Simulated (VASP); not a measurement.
A run of VASP 6.6.1:

INCAR

```
SYSTEM = SnSe2
ALGO = Normal
EDIFF = 1E-7
EDIFFG = -0.005
ENCUT = 300
GGA = PE
IBRION = 2
ISIF = 3
ISMEAR = 0
LASPH = .True.
LCHARG = .False.
LREAL = .False.
LWAVE = .False.
NELM = 80
NSW = 90
PREC = Accurate
SIGMA = 0.03
```

File KPOINTS:

```
k-points
0
Gamma
  5 5 3
  0 0 0
```

Contents of POSCAR:

```
SnSe2                                   
1.0
    3.8810485847      0.0000000000      0.0000000000
   -1.9405242923      3.3610866676      0.0000000000
   -0.0000000000      0.0000000000      6.7893381496
  Sn              Se            
     1     2
Direct
     0.0000000000000000    0.0000000000000000    0.0000000000000000
     0.3333333332999970    0.6666666667000030    0.2339148622056281
     0.6666666667000030    0.3333333332999970    0.7660851377943718
```

Potentials or basis: VASP PAW PBE potentials, release 64 (Sn, Se).

Launch:

```sh
$ cat potpaw_PBE.64/Sn/POTCAR potpaw_PBE.64/Se/POTCAR > POTCAR
$ mpirun -np 1 vasp_std > vasp.out
```

Hardware: 1 thread of Intel(R) Xeon(R) Platinum 8259CL CPU @ 2.50GHz (Skylake/Cascade Lake), on a shared host.

**Question.** How long does it take, and how much memory?

**Answer.** Run time: 88 s on 1 thread of Intel(R) Xeon(R) Platinum 8259CL CPU @ 2.50GHz (Skylake/Cascade Lake) (shared host), peak memory 0.16 GiB. Counts: scf iterations 124, k points 12, ion steps 18.
